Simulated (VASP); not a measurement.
An input for Quantum ESPRESSO's pw.x (written as the equivalent of a VASP run, and not itself run):

```
&CONTROL
  calculation = 'vc-relax'
  pseudo_dir = './pseudo'
  outdir = './out'
  tprnfor = .true.
  tstress = .true.
  nstep = 40
  forc_conv_thr = 0.00078
/
&SYSTEM
  ibrav = 0
  nat = 4
  ntyp = 2
  ecutwfc = 84
  occupations = 'smearing'
  smearing = 'methfessel-paxton'
  degauss = 0.00735
  input_dft = 'pbesol'
/
&ELECTRONS
  conv_thr = 7.3e-08
  electron_maxstep = 100
/
&IONS
/
&CELL
  press = 450
/
ATOMIC_SPECIES
  Sn 118.710 Sn.upf
  O 15.999 O.upf
CELL_PARAMETERS angstrom
     2.8496920    0.0000000   -0.0000000
    -1.4248460    2.4679065    0.0000000
     0.0000000    0.0000000    6.9197012
ATOMIC_POSITIONS crystal
  Sn   0.3333330  0.6666670  0.0382803
  Sn   0.6666670  0.3333330  0.5382803
  O    0.3333330  0.6666670  0.3367197
  O    0.6666670  0.3333330  0.8367197
K_POINTS automatic
  12 12 5 0 0 0
```

**Question.** Write the VASP files for the same calculation (PBEsol).

**Answer.** Several could match; the one computed here: 
POSCAR:
```
SnO
1
    2.8496919966     0.0000000010    -0.0000000000
   -1.4248459974     2.4679065319     0.0000000000
    0.0000000000     0.0000000000     6.9197011934
Sn O
2 2
Direct
  0.3333330000   0.6666670000   0.0382803114
  0.6666670000   0.3333330000   0.5382803114
  0.3333330000   0.6666670000   0.3367196886
  0.6666670000   0.3333330000   0.8367196886
```

**INCAR**
```
SYSTEM  =  SnO
PREC  =  Accurate; ENCUT  =  620; LREAL  =  .FALSE.
LASPH  =  .TRUE.
EDIFF  =  1E-6; NELM  =  100; ALGO  =  Normal
LMAXMIX  =  4
ISMEAR  =  1; SIGMA  =  0.1
GGA  =  PS
IBRION  =  2; NSW  =  40; ISIF  =  3
EDIFFG  =  -0.02; PSTRESS  =  450
LWAVE  =  .FALSE.; LCHARG  =  .FALSE.
```

File KPOINTS:
```
Automatic mesh
0
Gamma
12 12 5
0 0 0
```

POTCAR, in this order: Sn_d O (PBE.64 set). Program: vasp_std.

Limits of the translation: the potentials are each code's own (VASP's PAW set, PseudoDojo norm-conserving files in pw.x), so ENCUT and ecutwfc are chosen apart and not converted; conv_thr bounds pw.x's estimated SCF error, while EDIFF bounds the energy change between steps; forc_conv_thr acts on force components and is met together with etot_conv_thr.

The structure was generated: SnO was put into the wurtzite type (P6_3mc), which need not be its known phase. It was relaxed first under an external pressure of 45 GPa.
